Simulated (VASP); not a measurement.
Output of a VASP run:

File OSZICAR:
```
       N       E                     dE             d eps       ncg     rms          rms(c)
DAV:   1     0.413230397687E+02    0.41323E+02   -0.58629E+03  2400   0.109E+03
DAV:   2    -0.438651171074E+01   -0.45710E+02   -0.42854E+02  2242   0.198E+02
DAV:   3    -0.474362724625E+01   -0.35712E+00   -0.35681E+00  2652   0.186E+01
DAV:   4    -0.474461665840E+01   -0.98941E-03   -0.98933E-03  2424   0.993E-01
DAV:   5    -0.474462222919E+01   -0.55708E-05   -0.55709E-05  2462   0.729E-02    0.865E+00
DAV:   6    -0.443532355268E+01    0.30930E+00   -0.10864E+00  2208   0.990E+00    0.548E+00
DAV:   7    -0.441609492558E+01    0.19229E-01   -0.62596E-02  2365   0.228E+00    0.278E+00
DAV:   8    -0.441285385538E+01    0.32411E-02   -0.14148E-03  2295   0.481E-01    0.231E-01
DAV:   9    -0.441285042203E+01    0.34333E-05   -0.81694E-06  2472   0.358E-02    0.711E-03
DAV:  10    -0.441285162398E+01   -0.12019E-05   -0.82061E-07  2436   0.917E-03    0.195E-03
DAV:  11    -0.441285162706E+01   -0.30781E-08   -0.21625E-08  1303   0.150E-03
   1 F= -.44128516E+01 E0= -.44126983E+01  d E =-.459908E-03
```

File OUTCAR:
```
------------------------ aborting loop because EDIFF is reached ----------------------------------------
  FORCE on cell =-STRESS in cart. coord.  units (eV):
  Direction    XX          YY          ZZ          XY          YZ          ZX
  --------------------------------------------------------------------------------------
  Total       -1.0602468     -1.0602468     -1.0602468      0.0000000      0.0000000     -0.0000000
  in kB      -96.3823870    -96.3823870    -96.3823870      0.0000000      0.0000000     -0.0000000
  external PRESSURE =     -96.3823870 kB  Pullay stress =       0.0000000 kB
  volume of cell :       17.62
      direct lattice vectors                 reciprocal lattice vectors
     0.000000000  2.065522630  2.065522630    -0.242069485  0.242069485  0.242069485
     2.065522630  0.000000000  2.065522630     0.242069485 -0.242069485  0.242069485
     2.065522630  2.065522630  0.000000000     0.242069485  0.242069485 -0.242069485
 POSITION                                       TOTAL-FORCE (eV/Angst)
 -----------------------------------------------------------------------------------
      0.00000      0.00000      0.00000         0.000000     -0.000000      0.000000
 -----------------------------------------------------------------------------------
    total drift:                               -0.000000      0.000000      0.000000
  FREE ENERGIE OF THE ION-ELECTRON SYSTEM (eV)
  ---------------------------------------------------
  free  energy   TOTEN  =        -4.4128516271 eV

  energy  without entropy=       -4.4123917192  energy(sigma->0) =       -4.41269832
```
(Selected blocks of OUTCAR.)

**POSCAR**
```
Au
1
    0.0000000000     2.0655226296     2.0655226296
    2.0655226296     0.0000000000     2.0655226296
    2.0655226296     2.0655226296     0.0000000000
Au
1
Direct
  0.0000000000   0.0000000000   0.0000000000
```

Write an INCAR and KPOINTS that could have produced this output.

This is not unique; one that fits is the input of the run itself, LDA (Ceperley-Alder, Perdew-Zunger), plane waves, VASP's LDA PAW potentials (set 64).

INCAR:
```
ISIF=2   # forces and stress, cell fixed
ISMEAR=1
PREC=Accurate
SIGMA=0.1   # width (eV)
ALGO=Normal   # blocked Davidson
SYSTEM=Au
LWAVE=.FALSE.
LASPH=.TRUE.   # aspherical one-centre terms
LREAL=.FALSE.   # projection in real space or not
LMAXMIX=6   # l cut-off of mixed one-centre charges
EDIFF=1E-7   # SCF stop (eV)
NELM=100   # most electronic steps
LCHARG=.FALSE.
ENCUT=520   # plane-wave cut-off (eV)
```

### KPOINTS
```
Automatic mesh
0
Gamma
15 15 15
0 0 0
```

POTCAR, in this order: Au (LDA.64 set). Program: vasp_std.

The compound is Au in the fcc structure. This cell is one point of a volume scan, at 1.06 of the reference volume.
